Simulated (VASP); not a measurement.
Given:

```
Ge
1.0
    0.00000     2.81263     2.81263
    2.81263     0.00000     2.81263
    2.81263     2.81263     0.00000
Ge
2
Direct
  0.00000   0.00000   0.00000
  0.25000   0.25000   0.25000
```

These are LDA (Ceperley-Alder, Perdew-Zunger), VASP's LDA PAW potentials (set 64) (plane waves; VASP) values and carry that method's errors. Run with 520 eV cut-off, 13×13×13 Γ-centred mesh, tetrahedra with Blöchl corrections, potentials Ge_d.

### Question
Predict the energy per atom (σ→0), band gap (on the k-mesh) with the smallest direct gap where there is one.

### Answer

```json
{
 "band gap (on the k-mesh)": "0.01 eV",
 "smallest direct gap (on the k-mesh)": "0.01 eV",
 "energy per atom (σ→0)": "-5.196 eV/atom"
}
```

The compound is Ge in the diamond structure. It was relaxed first.
